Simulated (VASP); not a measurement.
Crystal: ScTe2Pd.

```xyz
4
Lattice="1.9860 1.1466 7.3258 -1.9860 1.1466 7.3258 0.0000 -2.2933 7.3258" Properties=species:S:1:pos:R:3 pbc="T T T"
Sc    0.0000    0.0000   10.9887
Te    0.0000    0.0000    5.0984
Te    0.0000    0.0000   16.8791
Pd    0.0000    0.0000    0.0000
```

The cell was built by a generator and needn't be a form met in nature.

| Property | Result |
| --- | --- |
| Program | VASP 6.6.1 |
| Task | relaxation of cell and atoms |
| Functional | PBE |
| Potentials or basis | VASP PAW PBE potentials, release 64 (Sc_sv, Te, Pd) |
| Cutoff | 600 eV |
| k mesh | 8 × 8 × 8 |
| Occupations | gaussian, width 0.05 eV |
| Spin | no spin polarisation |

At the start: pressure 7.8 GPa; volume 25.02 Å³/atom.

Question: How do energy, volume and symmetry change on relaxing?

Answer: Over 17 steps the energy falls by 394.5 meV/atom and the volume is 24.73 Å³/atom (-1.2 %); space group R-3m (No. 166, to 0.05 Å).

The path:
```
step  energy change (eV)  largest force (eV/Å)  pressure (GPa)  volume (Å³)
   1              0.0000                3.1991            7.79       100.10
   2             -0.7000                0.8327           -4.89       118.71
   3             -0.7274                1.1530           -3.33       115.10
   4             -1.0641                1.0754           -2.70       109.40
   5             -1.4856                0.1155            5.05        92.98
   6             -1.5079                0.5879            1.78        97.31
   7             -1.5176                0.4422            2.85        95.72
   8             -1.5574                0.3314           -0.87       100.13
   9             -1.5761                0.0625            0.34        98.48
  10             -1.5761                0.0718            0.30        98.53
  11             -1.5772                0.0121           -0.13        99.17
  12             -1.5773                0.0179           -0.09        99.11
  13             -1.5776                0.0002            0.01        98.98
  14             -1.5777                0.0132            0.07        98.89
  15             -1.5778                0.0124           -0.07        99.04
  16             -1.5778                0.0119           -0.08        99.07
  17             -1.5779                0.0078            0.02        98.92
```

Final structure:
```
Sc Te Pd
1.0
     2.10926    1.21778    6.41874
    -2.10926    1.21778    6.41874
     0.00000   -2.43556    6.41874
Sc Te Pd
1 2 1
Direct
  0.50000 0.50000 0.50000
  0.25313 0.25313 0.25313
  0.74687 0.74687 0.74687
  0.00000 0.00000 0.00000
```
